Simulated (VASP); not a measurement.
VASP ran on this input.

**KPOINTS**
```
Automatic mesh
0
Gamma
16 16 16
0 0 0
```

### POSCAR
```
V
1
   -1.4758648784     1.4758648784     1.4758648784
    1.4758648784    -1.4758648784     1.4758648784
    1.4758648784     1.4758648784    -1.4758648784
V
1
Direct
  0.0000000000   0.0000000000   0.0000000000
```

INCAR:
```
! general
SYSTEM   =  V
PREC     =  Accurate
ENCUT    =  400
LREAL    =  F
LASPH    =  T   ! aspherical one-centre terms

! electronic loop
EDIFF    =  1E-8   ! SCF stop (eV)
NELM     =  100
ALGO     =  Normal   ! blocked Davidson
LMAXMIX  =  4   ! l cut-off of mixed one-centre charges

! smearing
ISMEAR   =  1   ! Methfessel-Paxton
SIGMA    =  0.1   ! width (eV)

! functional
GGA      =  PS   ! PBEsol

! ions
IBRION   =  1
NSW      =  30
ISIF     =  2
EDIFFG   =  -0.001   ! ionic stop

! output
LWAVE    =  F
LCHARG   =  F
```

POTCAR, in this order: V_sv (PBE.64 set). Program: vasp_std.

Translate this PBEsol calculation to Quantum ESPRESSO's pw.x.

One equivalent input (not run):
```
&CONTROL
  calculation = 'relax'
  pseudo_dir = './pseudo'
  outdir = './out'
  tprnfor = .true.
  tstress = .true.
  nstep = 30
  forc_conv_thr = 3.9e-05
/
&SYSTEM
  ibrav = 0
  nat = 1
  ntyp = 1
  ecutwfc = 84
  occupations = 'smearing'
  smearing = 'methfessel-paxton'
  degauss = 0.00735
  input_dft = 'pbesol'
/
&ELECTRONS
  conv_thr = 7.3e-10
  electron_maxstep = 100
/
&IONS
/
ATOMIC_SPECIES
  V 50.941 V.upf
CELL_PARAMETERS angstrom
    -1.4758649    1.4758649    1.4758649
     1.4758649   -1.4758649    1.4758649
     1.4758649    1.4758649   -1.4758649
ATOMIC_POSITIONS crystal
  V    0.0000000  0.0000000  0.0000000
K_POINTS automatic
  16 16 16 0 0 0
```
What does not carry over: the potentials are each code's own (VASP's PAW set, PseudoDojo norm-conserving files in pw.x), so ENCUT and ecutwfc are chosen apart and not converted; conv_thr bounds pw.x's estimated SCF error, while EDIFF bounds the energy change between steps; forc_conv_thr acts on force components and is met together with etot_conv_thr.

The compound is V in the bcc structure. It was relaxed first, which changed the volume by -8 %. The start is the result of an earlier pass.
